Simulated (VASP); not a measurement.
```xyz
4
Lattice="5.1036 0.0000 0.0000 -2.5518 4.4198 0.0000 0.0000 0.0000 6.2097" Properties=species:S:1:pos:R:3 pbc="T T T"
Sn     0.0000     2.9465     5.9467
Sn     2.5518     1.4733     2.8419
Se     0.0000     2.9465     2.5916
Se     2.5518     1.4733     5.6965
```

Level of theory: PBE GGA, VASP's PBE PAW potentials (set 64) (plane waves; VASP). Numerical set-up: 400 eV cut-off, Gaussian smearing of 0.050 eV, potentials Sn_d Se.

Unless said otherwise, spin-orbit coupling is left out, though it shifts the bands of the heavy elements here.

Q: Predict the band gap (along the path) with the smallest direct gap where there is one.

A: 
* **band gap (along the path)**: 0.81 eV
* **smallest direct gap (along the path)**: 0.81 eV

The absolute energy has meaning only against runs of the same code, potentials and settings.

The structure was generated: SnSe was put into the wurtzite type (P6_3mc), which need not be its known phase. It was relaxed first, which changed the volume by +31 %.
